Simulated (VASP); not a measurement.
Write the native input for VASP 6.6.1 that does the following.

```
Task                   : relaxation of the atoms
Functional             : PBEsol
Potentials or basis    : VASP PAW PBE potentials, release 64 (Si)
Cutoff                 : 600 eV
k mesh                 : 10 × 10 × 10
Occupations            : gaussian, width 0.03 eV
Spin                   : no spin polarisation
Further INCAR settings : ALGO = Fast; EDIFF = 1e-07; IBRION = 2; EDIFFG = -0.01; NSW = 40
```

The structure of Si lies in POSCAR:

```
Si                                      
1.0
    0.0000000000      2.7178477094      2.7178477094
    2.7178477094      0.0000000000      2.7178477094
    2.7178477094      2.7178477094      0.0000000000
  Si            
     2
Direct
     0.7500000000000000    0.7500000000000000    0.7500000000000000
     0.5000000000000000    0.5000000000000000    0.5000000000000000
```

These files were run (other wordings do the same):

INCAR

```
SYSTEM = Si
ALGO = Fast
EDIFF = 1E-7
EDIFFG = -0.01
ENCUT = 600
GGA = PS
IBRION = 2
ISIF = 2
ISMEAR = 0
LASPH = .TRUE.
LCHARG = .FALSE.
LREAL = .FALSE.
LWAVE = .FALSE.
NELM = 80
NSW = 40
PREC = Accurate
SIGMA = 0.03
```

KPOINTS

```
k-points
0
G
  10 10 10
  0 0 0
```

Potentials or basis: VASP PAW PBE potentials, release 64 (Si).

Run with:

```sh
$ cat potpaw_PBE.64/Si/POTCAR > POTCAR
$ mpirun -np 1 vasp_std > vasp.out
```

It gave:

```json
{
 "Pressure after relaxing": "0.0 GPa",
 "Band gap on the k mesh": "0.47 eV, indirect (least direct gap 2.52 eV)"
}
```

Caveat: the relaxation stopped at its first step, so nothing moved; the PAW data sets were made with another functional, which shifts forces and pressure a little.

Wall time 7 s on 1 thread of Intel(R) Xeon(R) 6975P-C (Granite Rapids) (shared host), peak memory 0.17 GiB.
